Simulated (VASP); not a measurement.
## K4Cd2Se4O11 (a cell with a defect): single point with PBE

Crystal: K4Cd2Se4O11 (a cell with a defect).

```xyz
21
Lattice="5.6984 0.0000 0.0000 -5.6984 9.8699 0.0000 0.0000 -3.2900 6.3172" Properties=species:S:1:pos:R:3 pbc="T T T"
K     2.8965    1.7003    2.5949
K    -0.0489    0.0193    3.7655
K    -0.0338    6.5209    2.5574
K    -2.8581    4.9553    3.7905
Cd   -0.0540   -0.0215   -0.0497
Cd   -2.8341    4.9946    0.0323
Se    2.8214   -1.6323    5.4794
Se    0.0540    3.2422    0.8300
Se    0.0016    3.2913    5.4941
Se   -2.9103    8.3297    0.8632
O     4.1561   -2.4075    4.7293
O     2.8231   -0.0740    4.7680
O     1.4527   -2.3889    4.7606
O    -1.3251    3.9731    1.5472
O     1.3686    4.0456    1.5727
O     0.1248    1.6677    1.5407
O     1.3199    2.4698    4.7762
O     0.0643    4.8425    4.7509
O    -1.3496    2.5277    4.7627
O    -1.3927    9.0094    1.5429
O    -3.0046    6.6909    1.5372
```

```json
{
  "Program": "VASP 6.6.1",
  "Task": "single point",
  "Functional": "PBE",
  "Potentials or basis": "VASP PAW PBE potentials, release 64 (K_sv, Cd, Se, O)",
  "Cutoff": "520 eV",
  "k mesh": "3 × 2 × 2",
  "Occupations": "gaussian, width 0.1 eV",
  "Spin": "no spin polarisation",
  "Dipole correction": "no",
  "Further INCAR settings": "LREAL = Auto; ALGO = Fast; EDIFF = 1e-06; NBANDS = 91"
}
```

```yaml
Pressure: 2.4 GPa
Largest_force: 0.273 eV/Å
Band_gap_on_the_k_mesh: 1.81 eV, indirect (least direct gap 1.83 eV)
```

Forces on the atoms (eV/Å):
```
K   -0.002 -0.004  0.004
K    0.002 -0.001 -0.002
K    0.001  0.002  0.001
K    0.002 -0.005 -0.003
Cd   0.031 -0.003  0.011
Cd   0.009 -0.022 -0.007
Se   0.009 -0.013  0.259
Se  -0.009 -0.010 -0.259
Se   0.001  0.012  0.273
Se  -0.097  0.078 -0.092
O    0.121 -0.064 -0.113
O   -0.004  0.164 -0.107
O   -0.126 -0.059 -0.103
O   -0.133  0.069  0.103
O    0.133  0.081  0.110
O    0.007 -0.142  0.103
O    0.127 -0.081 -0.119
O    0.007  0.135 -0.113
O   -0.134 -0.077 -0.115
O    0.065  0.021  0.089
O   -0.011 -0.081  0.080
```

Stress tensor (GPa, compression positive):
```
 2.40  0.55 -0.12
 0.55  2.67  0.07
-0.12  0.07  2.20
```

Levels at points of the mesh, in eV from the valence-band top:
```
           k point  band 72  band 73  band 74  band 75  band 76  band 77  band 78  band 79
(0.00, 0.00, 0.00)    -2.00    -1.95    -1.91    -0.29     2.10     2.41     2.55     2.77
(0.00, 0.50, 0.00)    -2.15    -2.00    -1.96    -0.22     2.22     2.47     2.74     2.74
(0.00, 0.00, 0.50)    -2.07    -2.01    -1.90    -0.26     2.32     2.45     2.62     2.77
(0.00, 0.50, 0.50)    -2.11    -2.07    -1.93    -0.18     2.17     2.50     2.83     2.95
```

Wall time 15 min on 1 thread of AMD EPYC 7R13 Processor (Zen 3), on a shared host, peak memory 0.53 GiB.

Caveat: the k mesh is coarse (spacing up to 0.50 Å⁻¹), so the values aren't converged. As with any semilocal functional, this PBE gap is likely too small.
